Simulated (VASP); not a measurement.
Output of a VASP run:

### OUTCAR
```
 ion  position               nearest neighbor table
   1  0.000  0.000  0.000-
   2  0.500  0.500  0.500-   3 3.12   4 3.12   5 3.12   5 3.12   3 3.12   4 3.12
   3  0.500  0.000  0.500-   2 3.12   2 3.12
   4  0.000  0.500  0.500-   2 3.12   2 3.12
   5  0.500  0.500  0.000-   2 3.12   2 3.12
  LATTYP: Found a simple cubic cell.
 ALAT       =     6.2403310830
 Subroutine PRICEL returns:
 Original cell was already a primitive cell.
 Subroutine GETGRP returns: Found 48 space group operations
The static configuration has the point symmetry O_h .
The dynamic configuration has the point symmetry O_h .
 Subroutine INISYM returns: Found 48 space group operations
 Subroutine IBZKPT returns following result:
 Found      4 irreducible k-points:

 Following reciprocal coordinates:
            Coordinates               Weight
  0.000000  0.000000  0.000000      1.000000
  0.333333  0.000000  0.000000      6.000000
  0.333333  0.333333  0.000000     12.000000
  0.333333  0.333333  0.333333      8.000000
   k-points           NKPTS =      4   k-points in BZ     NKDIM =      4   number of bands    NBANDS=     26
   number of dos      NEDOS =    301   number of ions     NIONS =      5
   total plane-waves  NPLWV =  74088
   dimension x,y,z NGX =    42 NGY =   42 NGZ =   42
   dimension x,y,z NGXF=    84 NGYF=   84 NGZF=   84
   ions per type =               1   1   3
   PREC   = accura    normal or accurate (medium, high low for compatibility)
   ISTART =      0    job   : 0-new  1-cont  2-samecut
   ICHARG =      2    charge: 1-file 2-atom 10-const
   ISPIN  =      1    spin polarized calculation?
   LNONCOLLINEAR =      F non collinear calculations
   LSORBIT =      F    spin-orbit coupling
   INIWAV =      1    electr: 0-lowe 1-rand  2-diag
   ENCUT  =  400.0 eV  29.40 Ry    5.42 a.u.  10.18 10.18 10.18*2*pi/ulx,y,z
   NELM   =    100;   NELMIN=  2; NELMDL= -5     # of ELM steps
   EDIFF  = 0.1E-05   stopping-criterion for ELM
   LREAL  =      F    real-space projection
   NLSPLINE    = F    spline interpolate recip. space projectors
   LMAXMIX     =    4 max onsite mixed and CHGCAR
   VOSKOWN=      0    Vosko Wilk Nusair interpolation
   EDIFFG = -.2E-01   stopping-criterion for IOM
   NSW    =     60    number of steps for IOM
   NBLOCK =      1;   KBLOCK =     60    inner block; outer block
   IBRION =      2    ionic relax: 0-MD 1-quasi-New 2-CG
   NFREE  =      1    steps in history (QN), initial steepest desc. (CG)
   ISIF   =      3    stress and relaxation
   ISYM   =      2    0-nonsym 1-usesym 2-fastsym
   TEIN   =    0.0    initial temperature
   TEBEG  =    0.0;   TEEND  =   0.0 temperature during run
   SMASS  =  -3.00    Nose mass-parameter (am)
   PSTRESS=    0.0 pullay stress
   NELECT =      44.0000    total number of electrons
   EFERMI =   0.00;   METHOD = LEGACY
   ISMEAR =     0;   SIGMA  =   0.05  broadening in eV -4-tet -1-fermi 0-gaus
   IALGO  =     38    algorithm
   LDIAG  =      T    sub-space diagonalisation (order eigenvalues)
   IMIX   =      4    mixing-type and parameters
     AMIX     =   0.40;   BMIX     =  1.00
     AMIX_MAG =   1.60;   BMIX_MAG =  1.00
     AMIN     =   0.10
   METAGGA = R2SCAN    functional components
   VOSKOWN =     0    Vosko Wilk Nusair interpolation
   LHFCALC =     F    Hartree Fock is set to
   LHFONE  =     F    Hartree Fock one center treatment
   AEXX    =    0.0000 exact exchange contribution
   IVDW    =     0    specifies the selected vdW correction
   LEPSILON=     F    determine dielectric tensor
   LRPA    =     F    only Hartree local field effects (RPA)
  energy-cutoff  :      400.00
  volume of cell :      243.01
      direct lattice vectors                 reciprocal lattice vectors
     6.240331083  0.000000000  0.000000000     0.160247908  0.000000000  0.000000000
     0.000000000  6.240331083  0.000000000     0.000000000  0.160247908  0.000000000
     0.000000000  0.000000000  6.240331083     0.000000000  0.000000000  0.160247908
 k-point     1 :   0.0000 0.0000 0.0000  plane waves:    4385
 k-point     2 :   0.3333 0.0000 0.0000  plane waves:    4400
 k-point     3 :   0.3333 0.3333 0.0000  plane waves:    4438
...
```

OSZICAR:
```
...
DAV:  12    -0.128836166831E+03   -0.61675E-01   -0.89151E-02   208   0.239E+00    0.262E-01
DAV:  13    -0.128839420165E+03   -0.32533E-02   -0.61855E-03   216   0.614E-01    0.131E-01
DAV:  14    -0.128874891850E+03   -0.35472E-01   -0.14460E-02   214   0.957E-01    0.538E-02
DAV:  15    -0.128874752693E+03    0.13916E-03   -0.69891E-03   212   0.704E-01    0.418E-02
DAV:  16    -0.128872878768E+03    0.18739E-02   -0.74256E-03   210   0.667E-01    0.724E-02
DAV:  17    -0.128876754028E+03   -0.38753E-02   -0.15782E-03   212   0.326E-01    0.501E-02
DAV:  18    -0.128877263552E+03   -0.50952E-03   -0.53347E-04   224   0.198E-01    0.389E-02
DAV:  19    -0.128877271697E+03   -0.81451E-05   -0.97727E-05   252   0.766E-02    0.456E-02
DAV:  20    -0.128877217533E+03    0.54164E-04   -0.88577E-06   218   0.251E-02    0.539E-02
DAV:  21    -0.128877265123E+03   -0.47590E-04   -0.68084E-06   198   0.226E-02    0.440E-02
DAV:  22    -0.128877313846E+03   -0.48723E-04   -0.10615E-04   216   0.962E-02    0.732E-03
DAV:  23    -0.128877330238E+03   -0.16392E-04   -0.15380E-05   214   0.309E-02    0.136E-02
DAV:  24    -0.128877334773E+03   -0.45350E-05   -0.23829E-06   164   0.169E-02    0.525E-03
DAV:  25    -0.128877336717E+03   -0.19441E-05   -0.13499E-06   138   0.113E-02    0.157E-03
DAV:  26    -0.128877337285E+03   -0.56764E-06   -0.64666E-07   136   0.569E-03
   1 F= -.12887734E+03 E0= -.12887734E+03  d E =-.128877E+03
       N       E                     dE             d eps       ncg     rms          rms(c)
DAV:   1    -0.129014375838E+03   -0.13704E+00   -0.30738E+00   242   0.155E+01    0.216E+00
DAV:   2    -0.128915878713E+03    0.98497E-01   -0.17418E-01   228   0.400E+00    0.892E-01
DAV:   3    -0.128886850517E+03    0.29028E-01   -0.89250E-02   266   0.250E+00    0.402E-01
DAV:   4    -0.128887630095E+03   -0.77958E-03   -0.96931E-03   212   0.700E-01    0.225E-01
DAV:   5    -0.128885416259E+03    0.22138E-02   -0.95435E-03   208   0.709E-01    0.127E-01
DAV:   6    -0.128888362755E+03   -0.29465E-02   -0.48275E-03   212   0.515E-01    0.388E-02
DAV:   7    -0.128888462338E+03   -0.99583E-04   -0.31572E-04   210   0.142E-01    0.111E-02
DAV:   8    -0.128888513165E+03   -0.50828E-04   -0.86866E-05   216   0.760E-02    0.979E-03
DAV:   9    -0.128888523425E+03   -0.10259E-04   -0.10348E-05   216   0.250E-02    0.333E-03
DAV:  10    -0.128888523149E+03    0.27544E-06   -0.70162E-06   196   0.207E-02
   2 F= -.12888852E+03 E0= -.12888852E+03  d E =-.111859E-01
       N       E                     dE             d eps       ncg     rms          rms(c)
DAV:   1    -0.128899863673E+03   -0.11340E-01   -0.26342E-01   242   0.463E+00    0.623E-01
DAV:   2    -0.128891588404E+03    0.82753E-02   -0.14641E-02   230   0.116E+00    0.260E-01
DAV:   3    -0.128889080223E+03    0.25082E-02   -0.76226E-03   264   0.737E-01    0.114E-01
DAV:   4    -0.128889218895E+03   -0.13867E-03   -0.81453E-04   214   0.204E-01    0.651E-02
DAV:   5    -0.128888966791E+03    0.25210E-03   -0.79937E-04   210   0.206E-01    0.373E-02
DAV:   6    -0.128889282053E+03   -0.31526E-03   -0.43034E-04   212   0.153E-01    0.113E-02
DAV:   7    -0.128889290441E+03   -0.83876E-05   -0.24472E-05   212   0.396E-02    0.350E-03
DAV:   8    -0.128889293469E+03   -0.30284E-05   -0.76297E-06   216   0.229E-02    0.309E-03
DAV:   9    -0.128889294495E+03   -0.10259E-05   -0.12767E-06   152   0.918E-03    0.108E-03
DAV:  10    -0.128889294387E+03    0.10834E-06   -0.66438E-07   136   0.685E-03
   3 F= -.12888929E+03 E0= -.12888929E+03  d E =-.119571E-01
```

File OUTCAR:
```
------------------------ aborting loop because EDIFF is reached ----------------------------------------
  FORCE on cell =-STRESS in cart. coord.  units (eV):
  Direction    XX          YY          ZZ          XY          YZ          ZX
  --------------------------------------------------------------------------------------
  Total       -0.0234580     -0.0234580     -0.0234580     -0.0000000      0.0000000      0.0000000
  in kB       -0.1592372     -0.1592372     -0.1592372     -0.0000000      0.0000000      0.0000000
  external PRESSURE =      -0.1592372 kB  Pullay stress =       0.0000000 kB
  volume of cell :      236.02
      direct lattice vectors                 reciprocal lattice vectors
     6.179961074 -0.000000000  0.000000000     0.161813317  0.000000000 -0.000000000
    -0.000000000  6.179961074  0.000000000     0.000000000  0.161813317  0.000000000
     0.000000000 -0.000000000  6.179961074    -0.000000000 -0.000000000  0.161813317
 POSITION                                       TOTAL-FORCE (eV/Angst)
 -----------------------------------------------------------------------------------
      0.00000      0.00000      0.00000        -0.000000      0.000000      0.000000
      3.08998      3.08998      3.08998         0.000000     -0.000000      0.000000
      3.08998     -0.00000      3.08998        -0.000000      0.000000      0.000000
      0.00000      3.08998      3.08998         0.000000      0.000000      0.000000
      3.08998      3.08998      0.00000        -0.000000      0.000000      0.000000
 -----------------------------------------------------------------------------------
    total drift:                                0.000000     -0.000000     -0.000000
  FREE ENERGIE OF THE ION-ELECTRON SYSTEM (eV)
  ---------------------------------------------------
  free  energy   TOTEN  =      -128.8892943868 eV

  energy  without entropy=     -128.8892943868  energy(sigma->0) =     -128.88929439

 reached required accuracy - stopping structural energy minimisation
```
(Selected blocks of OUTCAR.)

**POSCAR**
```
CsSnI3
1
    6.2403310830     0.0000000000     0.0000000000
    0.0000000000     6.2403310830     0.0000000000
    0.0000000000    -0.0000000000     6.2403310830
Cs Sn I
1 1 3
Direct
  0.0000000000   0.0000000000   0.0000000000
  0.5000000000   0.5000000000   0.5000000000
  0.5000000000   0.0000000000   0.5000000000
  0.0000000000   0.5000000000   0.5000000000
  0.5000000000   0.5000000000   0.0000000000
```

### Question
Write an INCAR and KPOINTS that could have produced this output.

### Answer
Several could match; the one computed here: the input of the run itself, r2SCAN meta-GGA, plane waves, VASP's PBE PAW potentials (set 64).

KPOINTS:
```
Automatic
0
G
  3 3 3
0 0 0
```

INCAR:
```
SYSTEM = CsSnI3
PREC = Accurate
ENCUT = 400
EDIFF = 1E-6
NELM = 100
ALGO = Normal
LREAL = .FALSE.
LASPH = .TRUE.
ISMEAR = 0
SIGMA = 0.05
METAGGA = R2SCAN
LMIXTAU = .TRUE.
LMAXMIX = 4
LWAVE = .FALSE.
LCHARG = .FALSE.
IBRION = 2
ISIF = 3
NSW = 60
EDIFFG = -0.02
```

POTCAR, in this order: Cs_sv Sn_d I (PBE.64 set). Program: vasp_std.

Energy and stress use the plane-wave basis of the starting cell.

The compound is CsSnI3 in the cubic perovskite structure, the ideal cubic form; the compound distorts at low or room temperature. This run relaxes it. Symmetry was kept, so distortions that lower it aren't found. The start is the result of an earlier pass.
